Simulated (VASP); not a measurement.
Here is the system:

```
MgSn
1.0
    3.43429     0.00000     0.00000
   -1.71714     2.97418     0.00000
    0.00000     0.00000     4.66497
Mg Sn
1 1
Direct
  0.00000   0.00000   0.00000
  0.66667   0.33333   0.50000
```

Method: PBEsol GGA with spin-orbit coupling, VASP's PBE PAW potentials (set 64) (plane waves; VASP). Numerical set-up: 400 eV cut-off, 11×11×7 Γ-centred mesh, Gaussian smearing of 0.050 eV, potentials Mg Sn_d.

Task: The job: MgSn (space group P-6m2), 2 atoms, PBEsol+SOC, static run, 400 eV, 11×11×7 Γ-centred mesh. Roughly how much core time does it take on a busy server core?

Result: About 2 core-minutes (one run on a shared machine, a rough figure). It had 104 irreducible k-points, 24 bands, up to 1782 plane waves and 12 electronic steps.

The structure comes from a computed database's MgSn entry (P-6m2); how it stands against other phases isn't given here. It was relaxed first.
